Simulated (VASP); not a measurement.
Consider the following.

```yaml
crystal:
  lattice:
    - [0.00000, 3.08550, 3.08550]
    - [3.08550, 0.00000, 3.08550]
    - [3.08550, 3.08550, 0.00000]
  atoms:
    - { symbol: Cu, position: [0.00000, 0.00000, 0.00000] }
    - { symbol: I, position: [0.25000, 0.25000, 0.25000] }
```

Computed with PBE GGA, VASP's PBE PAW potentials (set 64) (plane waves; VASP 6.6.1). Run with 400 eV cut-off, 1×1×1 Γ-centred mesh, Gaussian smearing of 0.050 eV, potentials Cu I.

Problem. Give the stress tensor in GPa (positive for a compressed cell).

Solution. 
```
38.49   0.00   0.00
 0.00  38.49   0.00
 0.00   0.00  38.49
```
The pressure is its mean diagonal, 38.49 GPa.

The compound is CuI in the zinc blende structure. The cell was not relaxed at this level. The k-mesh is coarse (spacing up to 1.76 per Å, 2π included), so the numbers may not be converged in it. The run is one of a series of settings (KPOINTS 1×1×1 Γ-centred mesh against the base run), some of them coarse on purpose.
